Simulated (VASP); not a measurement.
Here is a VASP 6.6.1 calculation.

The input INCAR:

```
PREC = Accurate
ENCUT = 600
EDIFF = 1E-8
ISMEAR = 0
SIGMA = 0.02
LREAL = False
LASPH = True
NELM = 80
ALGO = Fast
ISIF = 2
LWAVE = False
LCHARG = False
LEPSILON = True
IBRION = 8
NSW = 1
```

KPOINTS

```
Automatic mesh
0
Gamma
  3 3 1
```

The input POSCAR:

```
Be3N2
1.0
    2.8128000000      0.0000000000      0.0000000000
   -1.4064000000      2.4359600000      0.0000000000
    0.0000000000      0.0000000000      9.6163700000
Be N
6 4
Direct
    0.3333300000      0.6666700000      0.0781400000
    0.6666700000      0.3333300000      0.5781400000
    0.6666700000      0.3333300000      0.9218600000
    0.3333300000      0.6666700000      0.4218600000
    0.0000000000      0.0000000000      0.2500000000
    0.0000000000      0.0000000000      0.7500000000
    0.0000000000      0.0000000000      0.0000000000
    0.0000000000      0.0000000000      0.5000000000
    0.3333300000      0.6666700000      0.2500000000
    0.6666700000      0.3333300000      0.7500000000
```

Potentials or basis: VASP PAW LDA potentials, release 64 (Be, N).

Launch:

```bash
$ cat potpaw_LDA.64/Be/POTCAR potpaw_LDA.64/N/POTCAR > POTCAR
$ mpirun -np 1 vasp_std > vasp.out
```

Q: What does it give for the electronic dielectric tensor (diagonal)?

A: 5.27, 5.27, 6.12.

Q: Predict the Born charges (mean of the diagonal).

A: Be +1.91, +1.96; N -3.31, -2.47 e.

Q: Estimate the band gap on the k mesh.

A: 4.63 eV, indirect (least direct gap 5.75 eV).

Q: Estimate the highest phonon frequency at Γ, LO-TO splitting left out.

A: 1135 cm⁻¹.

Born effective charge tensors (e):
atom 1, Be
```
1.89 0.00 0.00
0.00 1.89 0.00
0.00 0.00 1.95
```
atom 2, Be
```
1.89 0.00 0.00
0.00 1.89 0.00
0.00 0.00 1.95
```
atom 3, Be
```
1.89 0.00 0.00
0.00 1.89 0.00
0.00 0.00 1.95
```
atom 4, Be
```
1.89 0.00 0.00
0.00 1.89 0.00
0.00 0.00 1.95
```
atom 5, Be
```
1.80 0.00 0.00
0.00 1.80 0.00
0.00 0.00 2.29
```
atom 6, Be
```
1.80 0.00 0.00
0.00 1.80 0.00
0.00 0.00 2.29
```
atom 7, N
```
-3.52  0.00  0.00
 0.00 -3.52  0.00
 0.00  0.00 -2.88
```
atom 8, N
```
-3.52  0.00  0.00
 0.00 -3.52  0.00
 0.00  0.00 -2.88
```
atom 9, N
```
-2.06  0.00  0.00
 0.00 -2.06  0.00
 0.00  0.00 -3.31
```
atom 10, N
```
-2.06  0.00  0.00
 0.00 -2.06  0.00
 0.00  0.00 -3.31
```

Caveat: the k mesh is coarse (spacing up to 0.86 Å⁻¹), so the values aren't converged; an odd mesh through Γ misses points on the zone boundary, where band edges often lie. A hybrid or GW would open this gap; LDA tends to underestimate it.
